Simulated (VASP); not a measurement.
An input for Quantum ESPRESSO's pw.x (written as the equivalent of a VASP run, and not itself run):

```
&CONTROL
  calculation = 'scf'
  pseudo_dir = './pseudo'
  outdir = './out'
  tprnfor = .true.
  tstress = .true.
/
&SYSTEM
  ibrav = 0
  nat = 2
  ntyp = 2
  ecutwfc = 70
  occupations = 'smearing'
  smearing = 'gaussian'
  degauss = 0.003675
  input_dft = 'pbe'
/
&ELECTRONS
  conv_thr = 7.3e-08
  electron_maxstep = 100
/
ATOMIC_SPECIES
  In 114.818 In.upf
  P 30.974 P.upf
CELL_PARAMETERS angstrom
     0.0000000    2.9193820    2.8743680
     3.0009670    0.0000000    2.8743680
     3.0009670    2.9193820    0.0000000
ATOMIC_POSITIONS crystal
  In   0.0000000  0.0000000  0.0000000
  P    0.2367560  0.2632440  0.2632440
K_POINTS automatic
  7 7 7 0 0 0
```

### Question
Translate this input to VASP (INCAR, KPOINTS, POSCAR, choice of POTCAR).

### Answer
One answer among several that fit: 
File KPOINTS:
```
Regular mesh
0
Gamma
7 7 7
```

### POSCAR
```
InP
1
    0.0000000000     2.9193820000     2.8743680000
    3.0009670000     0.0000000000     2.8743680000
    3.0009670000     2.9193820000     0.0000000000
In P
1 1
Direct
  0.0000000000   0.0000000000   0.0000000000
  0.2367560000   0.2632440000   0.2632440000
```

### INCAR
```
ALGO = Normal
EDIFF = 1E-6
ENCUT = 400
GGA = PE
ISIF = 2
ISMEAR = 0
LASPH = .TRUE.
LCHARG = .FALSE.
LMAXMIX = 4
LREAL = .FALSE.
LWAVE = .FALSE.
NELM = 100
PREC = Accurate
SIGMA = 0.05
SYSTEM = InP
```

POTCAR, in this order: In_d P (PBE.64 set). Program: vasp_std.

Limits of the translation: the potentials are each code's own (VASP's PAW set, PseudoDojo norm-conserving files in pw.x), so ENCUT and ecutwfc are chosen apart and not converted; conv_thr bounds pw.x's estimated SCF error, while EDIFF bounds the energy change between steps.

The compound is InP in the zinc blende structure. The cell was not relaxed at this level, atoms are displaced from their ideal sites.
